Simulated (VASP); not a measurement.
A run of VASP 6.6.1 is set up as follows.

The input INCAR:

```
PREC = Accurate
ENCUT = 520
EDIFF = 1E-8
ISMEAR = 0
SIGMA = 0.01
LREAL = False
LASPH = True
NELM = 100
ALGO = Normal
ISIF = 2
LWAVE = False
LCHARG = False
GGA = PE
LEPSILON = True
```

File KPOINTS:

```
Automatic mesh
0
Gamma
  5 5 5
```

Contents of POSCAR:

```
KTaO3
1.0
    3.9948813700      0.0000000000      0.0000000000
    0.0000000000      3.9948813700      0.0000000000
    0.0000000000      0.0000000000      3.9948813700
K Ta O
1 1 3
Direct
    0.5000000000      0.5000000000      0.5000000000
    0.0000000000      0.0000000000      0.0000000000
    0.0000000000      0.5000000000      0.0000000000
    0.0000000000      0.0000000000      0.5000000000
    0.5000000000      0.0000000000      0.0000000000
```

Potentials or basis: VASP PAW PBE potentials, release 64 (K_sv, Ta_pv, O).

The run is started by

```console
$ cat potpaw_PBE.64/K_sv/POTCAR potpaw_PBE.64/Ta_pv/POTCAR potpaw_PBE.64/O/POTCAR > POTCAR
$ mpirun -np 1 vasp_std > vasp.out
```

(1) What does it give for the electronic dielectric tensor (diagonal)?

(2) Estimate the Born charges (mean of the diagonal).

(3) Estimate the band gap on the k mesh.

Answers

(1) 5.60.

(2) K +1.17; Ta +8.94; O -3.37 e.

(3) 2.27 eV, indirect (least direct gap 2.78 eV).

Caveat: spin-orbit coupling is left out, which moves the levels of the heavy elements; an odd mesh through Γ misses points on the zone boundary, where band edges often lie.
